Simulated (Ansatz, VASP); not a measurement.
# Sn: VASP beside Ansatz

Wanted: the spread between two codes on one cell, functional and k mesh. The structure shown is the start of the Ansatz relaxation below; VASP solves that cell, so the two are compared at the walk's first step.

Method: plane waves, with VASP 6.6.1 beside it; single point at LDA, in Ansatz 0.2.0.

**1. Set-up**

Symmetry: R-3m, No. 166, trigonal system. The conventional cell has a = 4.668 Å, b = 4.668 Å, c = 11.140 Å, α = 90.00°, β = 90.00°, γ = 120.00°. Sn has 4 Sn at 2.81 to 2.84 Å nearest.

**2. Ansatz: relaxation, LDA**

Ansatz runs on its PAW soft_1 files.

The two programs are compared at the cell with which this relaxation starts, whose forces are those of its first step.

Contents of input.yaml:

```yaml
crystal:
  lattice:
    - [-0.0565330582, 3.2442502744, 3.2442502744]
    - [3.2442502744, -0.0565330582, 3.2442502744]
    - [3.2442502744, 3.2442502744, -0.0565330582]
  atoms:
    - { symbol: Sn, position: [0.499076715, 0.499076715, 0.499076715] }
    - { symbol: Sn, position: [0.750923285, 0.750923285, 0.750923285] }
  conventional_axes: [[-1, 1, 0], [0, -1, 1], [1, 1, 1]]
kpoints:
  mp_grid: { grid: [12, 12, 12], shift: [0.5, 0.5, 0.5] }
hamiltonian:
  xc: lda
  pseudopotentials: { kind: paw, azcp: { folder: soft_1 }, xc_functional: pbe }
scf:
  occupations: { method: gaussian, width: 0.015 }
output:
  forces: true
  stress: true
  eigenvalues: true
relax:
  adjacent_minimum: "off"
  f_tol: 0.001
  max_steps: 60
  cell: { stress_tol: 0.01, fix: [a, b, angles] }
```

On the command line:

```
$ ansatz run input.yaml --threads 4 --pin off --max-ram 10240MiB --backend cpu --events-out ev --progress --plain --runs-dir out
```

Numbers of over 12 decimals in the logs are rounded to 6 here.

The program printed:

```text
Engine: ansatz 0.2.0, aarch64-unknown-linux-gnu
Pseudopotentials: kind: paw
Pseudopotential: Sn, paw, valence charge 14, recommended cutoff 420 eV (normal), soft_1/Sn.paw.azcp
Functional definition: SPW92
  exchange = slater_x
  correlation = pw_c
Crystal: 2 atoms, lattice volume = 70.077 Å³
Basis set: ecut = 420 eV, 1375 PW (Γ)
Bands: 18, of which v1, the nominal top of the filled ones, is band 14 counted from 1 (13 counted from 0)
Symmetry: 12 space group operations
Space group: R-3m (ITA 166), of the structure as read, at distance tolerance 4.1e-5 Å
k-points: 182 of 1728
Non-local potential: Sn, projectors of the file, l = 0: 2, l = 1: 2, l = 2: 2, l = 3: 1
PAW form: soft (Blöchl's): semilocal exchange-correlation on the pseudo side does not see the compensation charge
PAW frozen core: Sn, regenerated for the run's functional, and the local potential with it (the file was generated under x = pbe(κ = 0.804, μ = 0.219515), c = pbe(β = 0.066725))
PAW one-centre angular grid: Sn, 590 points (default); XC on 64 Gauss nodes
Initial density: superposition of atomic densities (chi_scale 0.1, normalization cell)
Initial wavefunctions: pseudopotential atomic-orbital guess
Functional: x = slater, c = lda
SCF iter   1: F=—  HF=-11759.257941 eV  |F-HF|=—  |Δ(HF+E_count)|=         —  Δρ=2.16e-2  dr2=3.71e-1  ethr=3.10e-3  ⟨swp⟩=6.0  Hψ=17773  notcnv=0
preconditioner: auto → none  [insulator: Δε(μ)=0.056 eV  Ē_g=19.839 eV  σ=0.015 eV  W_gap=0.99  n_scr=14 (ndim 8)  ℏωp=23.5 eV  f_vac=0.008  D(μ)=0.01/eV (n_scr^D=0)  ε∞_Penn≈2.4]
SCF iter   2: F=—  HF=-11759.147882 eV  |F-HF|=—  |Δ(HF+E_count)|=   1.10e-1  Δρ=9.03e-3  dr2=6.03e-2  ethr=1.33e-3  ⟨swp⟩=2.0  Hψ=5466  notcnv=0
SCF iter   3: F=—  HF=-11759.133780 eV  |F-HF|=—  |Δ(HF+E_count)|=   1.41e-2  Δρ=9.88e-4  dr2=4.91e-4  ethr=2.16e-4  ⟨swp⟩=2.0  Hψ=4733  notcnv=0
SCF iter   4: F=—  HF=-11759.133875 eV  |F-HF|=—  |Δ(HF+E_count)|=   9.51e-5  Δρ=4.50e-4  dr2=5.53e-5  ethr=1.75e-6  ⟨swp⟩=2.0  Hψ=6517  notcnv=0
SCF iter   5: F=—  HF=-11759.133871 eV  |F-HF|=—  |Δ(HF+E_count)|=   4.53e-6  Δρ=1.31e-4  dr2=4.66e-6  ethr=1.97e-7  ⟨swp⟩=2.2  Hψ=5265  notcnv=0
SCF iter   6: F=—  HF=-11759.133871 eV  |F-HF|=—  |Δ(HF+E_count)|=   1.71e-7  Δρ=2.61e-5  dr2=3.17e-7  ethr=1.66e-8  ⟨swp⟩=2.0  Hψ=5788  notcnv=0
SCF iter   7: F=-11759.133871 eV  HF=-11759.133871 eV  |F-HF|=2.50e-8  |Δ(HF+E_count)|=   2.42e-8  Δρ=8.75e-6  dr2=3.98e-8  ethr=3.57e-10  ⟨swp⟩=5.7  Hψ=13792  notcnv=0
SCF 1 converged in 7 iterations: F = -11759.133871 eV  dr2 = 3.98e-8
  greatest PAW one-centre occupation: 0.992 electrons in one spin orbital (limit 2), on the Sn atom at site 1 (counted from 0), in its partial waves of l = 2
relax step   1: F+E_penalty+E_count = -11759.13387074 eV  Δ(F+E_penalty+E_count) = +0.000e0 eV  max|allowed force component| = 5.132e-2 eV/Å  Δτ_max = 0.0000 Å  P = -1.371 GPa  Ω = 70.077 Å³  fix = [a, b, alpha, beta, gamma]  reactions: a -1.970, b -1.970 GPa  (7 SCF iters, dr2 threshold 1.00e-7 eV, accepted)
[...]
relax step   2: F+E_penalty+E_count = -11759.13415295 eV  Δ(F+E_penalty+E_count) = -2.822e-4 eV  max|allowed force component| = 6.864e-2 eV/Å  Δτ_max = 0.0206 Å  P = -1.091 GPa  Ω = 69.512 Å³  energy of the carried Pulay correction = +2.500e-5 eV  fix = [a, b, alpha, beta, gamma]  reactions: a -1.532, b -1.532 GPa  (4 SCF iters, dr2 threshold 1.65e-7 eV, accepted)
[...]
relax step   3: F+E_penalty+E_count = -11759.13512146 eV  Δ(F+E_penalty+E_count) = -9.685e-4 eV  max|allowed force component| = 3.496e-3 eV/Å  Δτ_max = 0.0101 Å  P = -1.175 GPa  Ω = 69.694 Å³  energy of the carried Pulay correction = +1.694e-5 eV  fix = [a, b, alpha, beta, gamma]  reactions: a -1.742, b -1.742 GPa  (4 SCF iters, dr2 threshold 2.00e-7 eV, accepted)
[...]
relax step   4: F+E_penalty+E_count = -11759.13513701 eV  Δ(F+E_penalty+E_count) = -1.554e-5 eV  max|allowed force component| = 2.869e-5 eV/Å  Δτ_max = 0.0009 Å  P = -1.148 GPa  Ω = 69.643 Å³  energy of the carried Pulay correction = +1.919e-5 eV  fix = [a, b, alpha, beta, gamma]  reactions: a -1.720, b -1.720 GPa  (4 SCF iters, dr2 threshold 4.53e-9 eV, accepted)
[...]
relax step   5: F+E_penalty+E_count = -11759.13511827 eV  Δ(F+E_penalty+E_count) = +1.874e-5 eV  max|allowed force component| = 2.800e-5 eV/Å  Δτ_max = 0.0000 Å  P = -1.148 GPa  Ω = 69.643 Å³  fix = [a, b, alpha, beta, gamma]  reactions: a -1.720, b -1.720 GPa  stress off target by 5.46e-3 GPa on what of the cell is left free  SCF on the basis re-selected at this cell (its energy is not comparable with the rows above)  (4 SCF iters)
basis re-selected at this cell: Δ(F+E_penalty+E_count) = +1.874e-5 eV, ΔP = -0.000 GPa vs the last step (what re-selecting the basis moved, of the pressure what is left beyond the Pulay correction that the steps carried, after the strain that the cell walked since its last selection, with what the two solves' SCF thresholds leave and, on support functions, any second-order correction that the steps lacked; it is no m [...]
SCF converged after 4 iterations
Free energy (F): -11759.135118 eV
Harris-Foulkes:  -11759.135118 eV  (|F-HF|=7.28e-12)
Internal energy: -11759.135107 eV  (E = F + TS)
E sigma→0 (E₀):  -11759.135113 eV
Entropy (-TS):   -0.000011 eV (-0.005 meV/atom)
Fermi energy:    7.290598 eV
--- Per-component energies (eV) ---
  E_band       = -260.340430
  E_kinetic    = 338.552095
  E_local      = -2652.614317  (includes V_loc(G=0)·N_el)
  E_nonlocal   = 298.876005
  E_hartree    = 1284.340290
  E_xc         = -249.726423
  E_vxc        = -161.938332  (∫ρ·V_xc dr)
  E_paw        = -8451.229286  (= ΣΔE_a)
  E_vpaw       = -651.896992  (= ΣTr[D̂ρ^β])
  E_aug_tail   = 0.000548  (compensation charges beyond the density's cutoff)
  E_ewald      = -2328.183801
  E_core_change = 0.849782  (= ΣΔE_core)
  E_smearing   = -0.000011  (= −TS)
  E_closure    = 0.000000  (closes the sum)
  Σ components = -11759.135118   (vs F -11759.135118, Δ=0.00e0)
--- Forces (eV/Å), atoms counted from 1 ---
  atom   1  Sn     0.00002800     0.00002800     0.00002800
  atom   2  Sn    -0.00002800    -0.00002800    -0.00002800
  max |Σ_I F_I| component: 9.25e-18 eV/Å
--- Stress (GPa, compression-positive) ---
       -1.148259       0.571398       0.571398
        0.571398      -1.148259       0.571398
        0.571398       0.571398      -1.148259
  P = ⅓ Tr σ = -1.1483 GPa (-11.483 kbar)
--- Band table (eV; the first three rows and the last of 182) ---
  k-point 0: bands = [... 10 lower, -3.2123, 6.1061, 7.2734, 7.2734, 7.6287, 9.4494, 9.4494, 9.6661]
  k-point 1: bands = [... 10 lower, -3.1246, 5.2906, 7.0702, 7.2173, 7.8390, 9.5402, 9.6320, 10.1482]
  k-point 2: bands = [... 10 lower, -2.9114, 4.1162, 6.7558, 6.9688, 7.8553, 9.8813, 10.0502, 10.9417]
  k-point 181: bands = [... 10 lower, -1.4914, 1.0685, 5.4256, 6.0130, 7.5476, 10.3058, 10.6048, 13.0084]
--- Relaxed structure (4 steps of the walk, 4 accepted, 1 SCFs on fresh bases) ---
  F+E_penalty+E_count = -11759.13511827 eV   max|allowed force component| = 2.800e-5 eV/Å   (the final SCF, on the basis selected at the relaxed cell)
  cell:  # Å, volume = 69.6426 Å³
    - [-0.069834, 3.230949, 3.230949]
    - [3.230949, -0.069834, 3.230949]
    - [3.230949, 3.230949, -0.069834]
  atoms:
    - { symbol: Sn, position: [0.498045, 0.498045, 0.498045] }
    - { symbol: Sn, position: [0.751955, 0.751955, 0.751955] }
```

Reading the cycles: dr2 is the Hartree energy of the density residual (eV), the measure of convergence; HF is the Harris–Foulkes estimate of the energy, which meets the free energy F at convergence.

[end of part 1 of 4]

[Lines on the potential files, build, host, timing and source positions are cut from VASP's logs without a mark.]

[Logs are printed without paths, hosts, clocks, repeated set-up lines and the standing remarks that a program may print on its own settings, such as how far it seeks lower states.]

[Hosts, paths, dates, database ids (printed as entryN), source tags and the programs' standing remarks are cut or masked in the printed files.]
